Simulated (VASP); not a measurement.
Output of a VASP run:

OSZICAR:
```
...
DAV:   7    -0.977054687167E+01    0.12858E-05   -0.82277E-06  3294   0.360E-02    0.121E-03
DAV:   8    -0.977054695572E+01   -0.84048E-07   -0.35873E-07  2359   0.122E-02
   3 F= -.81111905E+01 E0= -.81117583E+01  d E =-.833345E-01
       N       E                     dE             d eps       ncg     rms          rms(c)
DAV:   1    -0.976763558367E+01    0.29113E-02   -0.39938E-03  2984   0.102E+00    0.948E-02
DAV:   2    -0.976749196069E+01    0.14362E-03   -0.36804E-04  2723   0.326E-01    0.421E-02
DAV:   3    -0.976742403178E+01    0.67929E-04   -0.15170E-04  2999   0.224E-01    0.155E-02
DAV:   4    -0.976742440309E+01   -0.37131E-06   -0.89209E-06  3133   0.461E-02    0.117E-02
DAV:   5    -0.976742546002E+01   -0.10569E-05   -0.12144E-06  3154   0.205E-02    0.126E-03
DAV:   6    -0.976742540722E+01    0.52801E-07   -0.45986E-08  1243   0.534E-03
   4 F= -.81111684E+01 E0= -.81117484E+01  d E =-.833124E-01
       N       E                     dE             d eps       ncg     rms          rms(c)
DAV:   1    -0.976786926723E+01   -0.44381E-03   -0.22045E-02  3021   0.194E+00    0.973E-02
DAV:   2    -0.976758932872E+01    0.27994E-03   -0.55407E-04  3270   0.342E-01    0.709E-02
DAV:   3    -0.976745525537E+01    0.13407E-03   -0.15651E-04  3755   0.149E-01    0.382E-02
DAV:   4    -0.976745457831E+01    0.67706E-06   -0.20030E-05  3339   0.394E-02    0.149E-02
DAV:   5    -0.976745451559E+01    0.62724E-07   -0.52584E-07  2677   0.115E-02
   5 F= -.81113971E+01 E0= -.81120103E+01  d E =-.228689E-03
       N       E                     dE             d eps       ncg     rms          rms(c)
DAV:   1    -0.976815371609E+01   -0.69914E-03   -0.47244E-02  3011   0.284E+00    0.143E-01
DAV:   2    -0.976754383557E+01    0.60988E-03   -0.11926E-03  3268   0.498E-01    0.102E-01
DAV:   3    -0.976725319219E+01    0.29064E-03   -0.33848E-04  3750   0.218E-01    0.540E-02
DAV:   4    -0.976725162428E+01    0.15679E-05   -0.43262E-05  3328   0.575E-02    0.216E-02
DAV:   5    -0.976725151173E+01    0.11254E-06   -0.11967E-06  2946   0.171E-02    0.267E-03
DAV:   6    -0.976725147672E+01    0.35014E-07   -0.10824E-07  1886   0.488E-03
   6 F= -.81115064E+01 E0= -.81121788E+01  d E =-.337967E-03
       N       E                     dE             d eps       ncg     rms          rms(c)
DAV:   1    -0.976729507907E+01   -0.43567E-04   -0.48647E-04  3034   0.288E-01    0.146E-02
DAV:   2    -0.976728875319E+01    0.63259E-05   -0.12251E-05  3262   0.517E-02    0.100E-02
DAV:   3    -0.976728570471E+01    0.30485E-05   -0.35421E-06  3723   0.224E-02    0.534E-03
DAV:   4    -0.976728567182E+01    0.32893E-07   -0.42249E-07  1959   0.610E-03
   7 F= -.81115079E+01 E0= -.81121742E+01  d E =-.339459E-03
       N       E                     dE             d eps       ncg     rms          rms(c)
DAV:   1    -0.977131017434E+01   -0.40245E-02   -0.57228E-03  2969   0.121E+00    0.115E-01
DAV:   2    -0.977110490091E+01    0.20527E-03   -0.52499E-04  2705   0.388E-01    0.505E-02
DAV:   3    -0.977100766867E+01    0.97232E-04   -0.21754E-04  2979   0.268E-01    0.186E-02
DAV:   4    -0.977100720839E+01    0.46028E-06   -0.12777E-05  3117   0.554E-02    0.140E-02
DAV:   5    -0.977100668825E+01    0.52014E-06   -0.17669E-06  3178   0.244E-02    0.147E-03
DAV:   6    -0.977100665495E+01    0.33301E-07   -0.63734E-08  1178   0.641E-03
   8 F= -.81115151E+01 E0= -.81121599E+01  d E =-.720031E-05
```

### OUTCAR
```
------------------------ aborting loop because EDIFF is reached ----------------------------------------
  FORCE on cell =-STRESS in cart. coord.  units (eV):
  Direction    XX          YY          ZZ          XY          YZ          ZX
  --------------------------------------------------------------------------------------
  Total        1.6433799      1.6433793      1.6414206      0.0000000     -0.0000000     -0.0000000
  in kB       49.5145593     49.5145416     49.4555269      0.0000000     -0.0000000     -0.0000000
  external PRESSURE =      -0.5051241 kB  Pullay stress =      50.0000000 kB
  volume of cell :       53.18
      direct lattice vectors                 reciprocal lattice vectors
     1.704288613 -2.951913941  0.000000000     0.293377540 -0.169381632  0.000000000
     1.704288613  2.951913941 -0.000000000     0.293377540  0.169381632  0.000000000
    -0.000000000 -0.000000000  5.284924653     0.000000000  0.000000000  0.189217456
 POSITION                                       TOTAL-FORCE (eV/Angst)
 -----------------------------------------------------------------------------------
      1.70429      0.98397      1.32123        -0.000000      0.000000     -0.000000
      1.70429     -0.98397      3.96369         0.000000     -0.000000      0.000000
 -----------------------------------------------------------------------------------
    total drift:                                0.000000      0.000077     -0.000011
  FREE ENERGIE OF THE ION-ELECTRON SYSTEM (eV)
  ---------------------------------------------------
  free  energy   TOTEN  =        -9.7710066550 eV

  energy  without entropy=       -9.7729411981  energy(sigma->0) =       -9.77165150
  enthalpy is  TOTEN    =        -8.1115150797 eV   P V=        1.6594915753

 reached required accuracy - stopping structural energy minimisation
```
(Selected blocks of OUTCAR.)

File POSCAR:
```
Er
1
    1.7623037176    -3.0523991530     0.0000000000
    1.7623037176     3.0523991530     0.0000000000
    0.0000000000     0.0000000000     5.4186908266
Er
2
Direct
  0.3333330000   0.6666670000   0.2500000000
  0.6666670000   0.3333330000   0.7500000000
```

Question: Reconstruct the remaining input files.

Answer: Several could match; the one computed here: the input of the run itself, PBEsol GGA, plane waves, VASP's PBE PAW potentials (set 64).

KPOINTS:
```
Automatic mesh
0
Gamma
12 12 6
0 0 0
```

**INCAR**
```
SYSTEM = Er
PREC = Accurate; ENCUT = 480; LREAL = .FALSE.
LASPH = .TRUE.
EDIFF = 1E-7; NELM = 100; ALGO = Normal
LMAXMIX = 6
ISMEAR = 1; SIGMA = 0.1
GGA = PS
IBRION = 2; NSW = 40; ISIF = 3
EDIFFG = -0.01; PSTRESS = 50
LWAVE = .FALSE.; LCHARG = .FALSE.
```

POTCAR, in this order: Er_3 (PBE.64 set). Program: vasp_std.

The 4f electrons are frozen in the core of the lanthanide potential, so 4f levels, which can set the real gap, and their magnetism are missing. Energy and stress use the plane-wave basis of the starting cell.

The compound is Er in the hcp structure. This run relaxes it under an external pressure of 5 GPa. Symmetry was kept, so distortions that lower it aren't found.
